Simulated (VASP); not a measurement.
Consider the following.

```
AuSi2
1.0
   -1.63600     1.63600     4.00419
    1.63600    -1.63600     4.00419
    1.63600     1.63600    -4.00419
Au Si
1 2
Cartesian
  0.00000   0.00000   0.00000
  0.00000   0.00000   2.68521
  0.00000   0.00000   5.32317
```

All values below come from PBE GGA, VASP's PBE PAW potentials (set 64) (plane waves; VASP). Settings: 300 eV cut-off, 11×11×11 Γ-centred mesh, Fermi-Dirac smearing of 0.050 eV, potentials Au Si.

Q: Give the energies of bands 3 to 12 at the high-symmetry points, in eV from the Fermi level.

A: 
| band | Γ | X | P | N | M | S | R |
|---|---|---|---|---|---|---|---|
| 3 | -6.82 | -7.04 | -7.75 | -7.72 | -6.96 | -8.88 | -7.03 |
| 4 | -6.15 | -6.66 | -7.75 | -6.47 | -6.27 | -6.41 | -6.60 |
| 5 | -6.15 | -6.48 | -4.77 | -6.40 | -5.63 | -6.34 | -6.50 |
| 6 | -5.26 | -5.95 | -4.77 | -5.57 | -5.63 | -5.67 | -5.53 |
| 7 | -4.64 | -4.28 | -4.41 | -5.50 | -5.23 | -5.54 | -4.70 |
| 8 | -1.18 | -3.15 | -4.28 | -4.07 | -1.42 | -4.22 | -4.22 |
| 9 | 1.59 | -3.12 | -3.79 | -1.45 | -1.42 | 0.60 | -2.93 |
| 10 | 1.76 | -1.29 | -0.83 | 2.39 | 1.75 | 1.77 | -1.07 |
| 11 | 1.76 | -0.70 | 0.11 | 3.29 | 4.03 | 1.78 | 1.02 |
| 12 | 1.94 | 1.74 | 0.79 | 3.68 | 4.20 | 3.77 | 2.29 |

It has no gap at this level: it comes out as a metal or semimetal.

The structure was generated: Si2Au was put into an ordered model structure, which need not be its known phase. The cell was not relaxed at this level. The electron count is odd and the run is not spin-polarised, which forces a metal.
